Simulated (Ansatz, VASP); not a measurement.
**Two plane-wave programs on MgRe3**

```
CELL_PARAMETERS angstrom
0.00000 3.15551 3.15551
3.15551 0.00000 3.15551
3.15551 3.15551 0.00000
ATOMIC_POSITIONS crystal
Re 0.75000 0.75000 0.75000
Re 0.50000 0.50000 0.50000
Re 0.25000 0.25000 0.25000
Mg 0.00000 0.00000 0.00000
```

Change from the starting cell: volume scaled by 1.04.

Alike in both runs: task single point; functional PBE; k mesh 7 × 7 × 7; occupations fermi-dirac, width 0.05 eV; no spin polarisation.

```csv
,VASP,Ansatz
version,VASP 6.6.1,Ansatz 0.2.0
potentials or method,"VASP PAW PBE potentials, release 64 (Re, Mg)",Ansatz PAW
plane-wave cutoff (eV),520,420
valence electrons in the cell,23,55
```

VASP gave:

```
gap on the k mesh at the Fermi level (eV) : none
pressure (GPa)                            : -10.4
```

Question: Estimate Ansatz's values.

Answer: gap on the k mesh at the Fermi level (eV): none; pressure (GPa): -9.7.

A gap of «none» marks a metal or a gap that the smearing closes. With one functional, cell and mesh, what is left measures potentials, basis and numerics. The two sets of potentials don't hold the same shells in valence.

The runs have no spin-orbit coupling, so splittings on Re are missing.
